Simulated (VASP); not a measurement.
A run of VASP 6.6.1 is set up as follows.

INCAR

```
SYSTEM = Ni
  PREC = Accurate
  ENCUT = 520
  EDIFF = 1E-7
  ISMEAR = 1
  SIGMA = 0.2
  LREAL = .False.
  LASPH = .True.
  NELM = 120
  ALGO = Fast
  ISIF = 2
  LWAVE = .False.
  LCHARG = .False.
  ISPIN = 2
  MAGMOM = 0.8
  LORBIT = 11
  LMAXMIX = 4
  GGA = PE
```

KPOINTS

```
regular mesh
0
Gamma
  20 20 20
  0 0 0
```

POSCAR

```
Ni                                      
1.0
    0.0000000000      1.7045462554      1.7045462554
    1.7045462554      0.0000000000      1.7045462554
    1.7045462554      1.7045462554      0.0000000000
  Ni            
     1
Direct
     0.0000000000000000    0.0000000000000000    0.0000000000000000
```

Potentials or basis: VASP PAW PBE potentials, release 64 (Ni).

Run with:

```bash
$ cat potpaw_PBE.64/Ni/POTCAR > POTCAR
$ mpirun -np 1 vasp_std > vasp.out
```

Predict the pressure.

23.4 GPa.

Predict the band gap on the k mesh.

none (metal or under the smearing width).

Estimate the site moments.

Ni +0.62 μB.

Caveat: so large a pressure means that the cell lies far from this level's equilibrium, or that cutoff or potentials fall short.
